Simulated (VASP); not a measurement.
All values below come from r2SCAN meta-GGA, VASP's PBE PAW potentials (set 64) (plane waves; VASP 6.6.1).

A VASP calculation is set up with these files.

KPOINTS:
```
K-points
0
gamma
13 13 13
0 0 0
```

**INCAR**
```
LCHARG=.False.
SIGMA=0.1
METAGGA=R2SCAN
IBRION=2
EDIFF=1E-6   ! SCF stop (eV)
NELM=100   ! most electronic steps
ALGO=Normal
SYSTEM=Pt
NSW=60   ! most ionic steps
ISIF=3   ! ions, shape and volume
ENCUT=400
LASPH=.True.   ! aspherical one-centre terms
EDIFFG=-0.01
LMIXTAU=.True.
LREAL=.False.
ISMEAR=1
LWAVE=.False.
PREC=Accurate
LMAXMIX=6   ! l cut-off of mixed one-centre charges
```

### POSCAR
```
Pt
1
    2.5645160000     0.0000000000     0.0000000000
    0.0000000000     2.5645160000     0.0000000000
    0.0000000000     0.0000000000     2.5645160000
Pt
1
Direct
  0.0000000000   0.0000000000   0.0000000000
```

POTCAR, in this order: Pt (PBE.64 set). Program: vasp_std.

Output of the run:

File OUTCAR:
```
 ion  position               nearest neighbor table
   1  0.000  0.000  0.000-
  LATTYP: Found a simple cubic cell.
 ALAT       =     2.5645160000
 Subroutine PRICEL returns:
 Original cell was already a primitive cell.
 Subroutine GETGRP returns: Found 48 space group operations
The static configuration has the point symmetry O_h .
The dynamic configuration has the point symmetry O_h .
 Subroutine INISYM returns: Found 48 space group operations
 Subroutine IBZKPT returns following result:
 Found     84 irreducible k-points:

 Following reciprocal coordinates:
            Coordinates               Weight
  0.000000  0.000000  0.000000      1.000000
  0.076923  0.000000  0.000000      6.000000
  0.153846  0.000000  0.000000      6.000000
  0.230769  0.000000  0.000000      6.000000
  0.307692  0.000000  0.000000      6.000000
  0.384615  0.000000  0.000000      6.000000
  0.461538  0.000000  0.000000      6.000000
  0.076923  0.076923  0.000000     12.000000
  0.153846  0.076923  0.000000     24.000000
  0.230769  0.076923  0.000000     24.000000
  0.307692  0.076923  0.000000     24.000000
  0.384615  0.076923  0.000000     24.000000
  0.461538  0.076923  0.000000     24.000000
  0.153846  0.153846  0.000000     12.000000
  0.230769  0.153846  0.000000     24.000000
  0.307692  0.153846  0.000000     24.000000
  0.384615  0.153846  0.000000     24.000000
  0.461538  0.153846  0.000000     24.000000
  0.230769  0.230769  0.000000     12.000000
  0.307692  0.230769  0.000000     24.000000
  0.384615  0.230769  0.000000     24.000000
  0.461538  0.230769  0.000000     24.000000
  0.307692  0.307692  0.000000     12.000000
  0.384615  0.307692  0.000000     24.000000
  0.461538  0.307692  0.000000     24.000000
...
```

File OSZICAR:
```
       N       E                     dE             d eps       ncg     rms          rms(c)
DAV:   1    -0.207313972274E+02   -0.20731E+02   -0.48066E+03  1704   0.832E+02
DAV:   2    -0.540493007314E+02   -0.33318E+02   -0.31611E+02  1596   0.161E+02
DAV:   3    -0.543713247695E+02   -0.32202E+00   -0.31141E+00  1775   0.157E+01
DAV:   4    -0.543728771322E+02   -0.15524E-02   -0.15523E-02  1698   0.113E+00
DAV:   5    -0.543728932758E+02   -0.16144E-04   -0.16143E-04  1708   0.108E-01    0.112E+01
DAV:   6    -0.507581968263E+02    0.36147E+01   -0.34234E+00  1532   0.159E+01    0.593E+00
DAV:   7    -0.509813845350E+02   -0.22319E+00   -0.36189E-01  1523   0.381E+00    0.366E+00
DAV:   8    -0.510432934589E+02   -0.61909E-01   -0.15882E-01  1522   0.298E+00    0.202E-01
DAV:   9    -0.510539078641E+02   -0.10614E-01   -0.10177E-02  1537   0.879E-01    0.136E-01
DAV:  10    -0.510542043364E+02   -0.29647E-03   -0.24369E-03  1590   0.404E-01    0.494E-02
DAV:  11    -0.510546609799E+02   -0.45664E-03   -0.96422E-04  1529   0.237E-01    0.673E-02
DAV:  12    -0.510550622243E+02   -0.40124E-03   -0.20735E-04  1559   0.105E-01    0.115E-02
DAV:  13    -0.510550803424E+02   -0.18118E-04   -0.14381E-05  1547   0.289E-02    0.304E-03
DAV:  14    -0.510550807695E+02   -0.42702E-06   -0.40421E-07   817   0.621E-03
   1 F= -.51055081E+02 E0= -.51055169E+02  d E =-.510551E+02
       N       E                     dE             d eps       ncg     rms          rms(c)
DAV:   1    -0.534469020952E+02   -0.23918E+01   -0.54369E+01  1527   0.774E+01    0.120E+01
DAV:   2    -0.507687199021E+02    0.26782E+01   -0.10452E+01  1529   0.247E+01    0.548E+00
DAV:   3    -0.509265973148E+02   -0.15788E+00   -0.14991E-01  1518   0.397E+00    0.415E+00
DAV:   4    -0.508325475974E+02    0.94050E-01   -0.49606E-01  1556   0.471E+00    0.105E+00
DAV:   5    -0.509207185802E+02   -0.88171E-01   -0.25783E-01  1521   0.390E+00    0.545E-01
DAV:   6    -0.509496351584E+02   -0.28917E-01   -0.34572E-02  1517   0.144E+00    0.174E-01
DAV:   7    -0.509508266888E+02   -0.11915E-02   -0.32723E-04  1661   0.161E-01    0.125E-01
DAV:   8    -0.509522380402E+02   -0.14114E-02   -0.61099E-04  1520   0.207E-01    0.641E-02
DAV:   9    -0.509524228462E+02   -0.18481E-03   -0.83441E-05  1545   0.106E-01    0.175E-02
DAV:  10    -0.509524236281E+02   -0.78191E-06   -0.18759E-06  1571   0.133E-02
   2 F= -.50952424E+02 E0= -.50952351E+02  d E =0.102657E+00
       N       E                     dE             d eps       ncg     rms          rms(c)
DAV:   1    -0.522616512116E+02   -0.13092E+01   -0.25605E+01  1541   0.532E+01    0.755E+00
DAV:   2    -0.510496437684E+02    0.12120E+01   -0.44526E+00  1532   0.174E+01    0.132E+00
DAV:   3    -0.510637426590E+02   -0.14099E-01   -0.72005E-02  1540   0.289E+00    0.113E+00
DAV:   4    -0.510763836215E+02   -0.12641E-01   -0.70023E-02  1538   0.176E+00    0.736E-01
DAV:   5    -0.510728055021E+02    0.35781E-02   -0.45385E-02  1519   0.180E+00    0.273E-01
DAV:   6    -0.510783455760E+02   -0.55401E-02   -0.25097E-02  1523   0.126E+00    0.799E-02
DAV:   7    -0.510809484604E+02   -0.26029E-02   -0.11344E-03  1525   0.281E-01    0.419E-02
DAV:   8    -0.510810666837E+02   -0.11822E-03   -0.14115E-04  1553   0.104E-01    0.126E-02
DAV:   9    -0.510810704278E+02   -0.37441E-05   -0.19231E-05  1537   0.360E-02    0.329E-03
DAV:  10    -0.510810711391E+02   -0.71135E-06   -0.35290E-07   779   0.661E-03
   3 F= -.51081071E+02 E0= -.51081266E+02  d E =-.259904E-01
       N       E                     dE             d eps       ncg     rms          rms(c)
DAV:   1    -0.510813058630E+02   -0.23544E-03   -0.43339E-03  1533   0.705E-01    0.900E-02
DAV:   2    -0.510811046079E+02    0.20126E-03   -0.71490E-04  1533   0.224E-01    0.287E-02
DAV:   3    -0.510811118763E+02   -0.72684E-05   -0.98234E-06  1538   0.341E-02    0.223E-02
DAV:   4    -0.510811071609E+02    0.47154E-05   -0.49001E-05  1544   0.481E-02    0.112E-02
DAV:   5    -0.510811137967E+02   -0.66358E-05   -0.23896E-05  1517   0.375E-02    0.847E-04
DAV:   6    -0.510811143343E+02   -0.53762E-06   -0.60630E-07   769   0.683E-03
   4 F= -.51081114E+02 E0= -.51081307E+02  d E =-.260336E-01
       N       E                     dE             d eps       ncg     rms          rms(c)
DAV:   1    -0.510812007929E+02   -0.86996E-04   -0.18461E-03  1533   0.461E-01    0.597E-02
DAV:   2    -0.510811119133E+02    0.88880E-04   -0.32062E-04  1535   0.149E-01    0.191E-02
DAV:   3    -0.510811155901E+02   -0.36769E-05   -0.44252E-06  1538   0.226E-02    0.149E-02
DAV:   4    -0.510811140098E+02    0.15803E-05   -0.22555E-05  1531   0.324E-02    0.769E-03
DAV:   5    -0.510811165510E+02   -0.25412E-05   -0.11010E-05  1499   0.251E-02    0.589E-04
DAV:   6    -0.510811167690E+02   -0.21796E-06   -0.26837E-07   756   0.443E-03
   5 F= -.51081117E+02 E0= -.51081307E+02  d E =-.260360E-01
       N       E                     dE             d eps       ncg     rms          rms(c)
DAV:   1    -0.510811168765E+02   -0.32547E-06   -0.27528E-07   756   0.591E-03    0.820E-04
DAV:   2    -0.510811168331E+02    0.43389E-07   -0.67315E-08   756   0.213E-03
   6 F= -.51081117E+02 E0= -.51081307E+02  d E =-.641144E-07
       N       E                     dE             d eps       ncg     rms          rms(c)
DAV:   1    -0.510811173174E+02   -0.44085E-06   -0.28437E-06  1036   0.181E-02    0.238E-03
DAV:   2    -0.510811171158E+02    0.20152E-06   -0.54414E-07   756   0.606E-03
   7 F= -.51081117E+02 E0= -.51081307E+02  d E =-.346833E-06
```

### OUTCAR
```
------------------------ aborting loop because EDIFF is reached ----------------------------------------
  FORCE on cell =-STRESS in cart. coord.  units (eV):
  Direction    XX          YY          ZZ          XY          YZ          ZX
  --------------------------------------------------------------------------------------
  Total        0.0099868      0.0099868      0.0099868      0.0000000     -0.0000000      0.0000000
  in kB        0.9053302      0.9053302      0.9053302      0.0000000     -0.0000000      0.0000000
  external PRESSURE =       0.9053302 kB  Pullay stress =       0.0000000 kB
  volume of cell :       17.67
      direct lattice vectors                 reciprocal lattice vectors
     2.604812876  0.000000000 -0.000000000     0.383904736 -0.000000000 -0.000000000
     0.000000000  2.604812876 -0.000000000    -0.000000000  0.383904736 -0.000000000
     0.000000000  0.000000000  2.604812876     0.000000000  0.000000000  0.383904736
 POSITION                                       TOTAL-FORCE (eV/Angst)
 -----------------------------------------------------------------------------------
      0.00000      0.00000     -0.00000         0.000000      0.000000     -0.000000
 -----------------------------------------------------------------------------------
    total drift:                                0.000000      0.000000     -0.000000
  FREE ENERGIE OF THE ION-ELECTRON SYSTEM (eV)
  ---------------------------------------------------
  free  energy   TOTEN  =       -51.0811171158 eV

  energy  without entropy=      -51.0816879152  energy(sigma->0) =      -51.08130738

 reached required accuracy - stopping structural energy minimisation
```
(Selected blocks of OUTCAR.)

CONTCAR:
```
Pt
   1.00000000000000
     2.6048128760846443    0.0000000000000000   -0.0000000000000000
     0.0000000000000000    2.6048128760846443   -0.0000000000000000
     0.0000000000000001    0.0000000000000000    2.6048128760846443
  Pt
     1
Direct
     0.0000000000000000    0.0000000000000000    0.0000000000000000
```

Energy and stress use the plane-wave basis of the starting cell.

The structure was generated: Pt was put into the simple-cubic type (Pm-3m), which need not be its known phase. This run relaxes it. Symmetry was kept, so distortions that lower it aren't found.
